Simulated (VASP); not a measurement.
VASP input:

### POSCAR
```
C
1
    0.0000000000     1.7593960000     1.7593960000
    1.7593960000     0.0000000000     1.7593960000
    1.7593960000     1.7593960000     0.0000000000
C
2
Direct
  0.0000000000   0.0000000000   0.0000000000
  0.2500000000   0.2500000000   0.2500000000
```

File KPOINTS:
```
K-points
0
gamma
 6 6 6
0 0 0
```

INCAR:
```
SYSTEM = C
PREC = Normal
ENCUT = 500
EDIFF = 1E-8
NELM = 100
ALGO = Normal
LREAL = .FALSE.
LASPH = .TRUE.
ISMEAR = 0
SIGMA = 0.01
GGA = PE
LWAVE = .TRUE.
LCHARG = .FALSE.
```

POTCAR, in this order: C_GW_new (PBE.64 set). Program: vasp_std.

Question: Translate this PBE calculation to Quantum ESPRESSO's pw.x.

Answer: One equivalent input (not run):
```
&CONTROL
  calculation = 'scf'
  pseudo_dir = './pseudo'
  outdir = './out'
  tprnfor = .true.
  tstress = .true.
/
&SYSTEM
  ibrav = 0
  nat = 2
  ntyp = 1
  ecutwfc = 82
  occupations = 'smearing'
  smearing = 'gaussian'
  degauss = 0.000735
  input_dft = 'pbe'
/
&ELECTRONS
  conv_thr = 7.3e-10
  electron_maxstep = 100
/
ATOMIC_SPECIES
  C 12.011 C.upf
CELL_PARAMETERS angstrom
     0.0000000    1.7593960    1.7593960
     1.7593960    0.0000000    1.7593960
     1.7593960    1.7593960    0.0000000
ATOMIC_POSITIONS crystal
  C    0.0000000  0.0000000  0.0000000
  C    0.2500000  0.2500000  0.2500000
K_POINTS automatic
  6 6 6 0 0 0
```
Limits of the translation: the potentials are each code's own (VASP's PAW set, PseudoDojo norm-conserving files in pw.x), so ENCUT and ecutwfc are chosen apart and not converted; conv_thr bounds pw.x's estimated SCF error, while EDIFF bounds the energy change between steps.

The compound is C in the diamond structure. This cell is one point of a volume scan, at 0.96 of the reference volume. The k-mesh is coarse (spacing up to 0.52 per Å, 2π included), so the numbers may not be converged in it.
